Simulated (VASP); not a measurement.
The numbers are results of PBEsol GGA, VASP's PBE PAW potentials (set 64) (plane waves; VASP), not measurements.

VASP ran on this input.

### POSCAR
```
CdS
1.0
  1.9843782440  -3.4370437702   0.0000000000
  1.9843782440   3.4370437702   0.0000000000
  0.0000000000   0.0000000000   6.4503603238
Cd S
2 2
direct
  0.6666670000   0.3333330000   0.5000913032
  0.3333330000   0.6666670000   0.0000913032
  0.6666670000   0.3333330000   0.8769086968
  0.3333330000   0.6666670000   0.3769086968
```

**INCAR**
```
SYSTEM = CdS
PREC = Accurate
ENCUT = 500
EDIFF = 1E-6
NELM = 100
ALGO = Normal
LREAL = .FALSE.
LASPH = .TRUE.
ISMEAR = 0
SIGMA = 0.05
GGA = PS
LMAXMIX = 4
LWAVE = .FALSE.
LCHARG = .FALSE.
IBRION = 2
ISIF = 3
NSW = 40
EDIFFG = -0.02
PSTRESS = 200
```

**KPOINTS**
```
Regular mesh
0
gamma
7 7 4
```

POTCAR, in this order: Cd S (PBE.64 set). Program: vasp_std.

What will the output report for the number of irreducible k-points (NKPTS), largest plane-wave count, number of space-group operations, FFT grid (NGX, NGY, NGZ)?

```
Quantity                                       Value
--------------------------------------  ------------
number of irreducible k-points (NKPTS)            24
largest plane-wave count                        2256
number of space-group operations                  12
FFT grid (NGX, NGY, NGZ)                30 × 30 × 48
```

The compound is CdS in the wurtzite structure. This run relaxes it under an external pressure of 20 GPa. Symmetry was kept, so distortions that lower it aren't found.
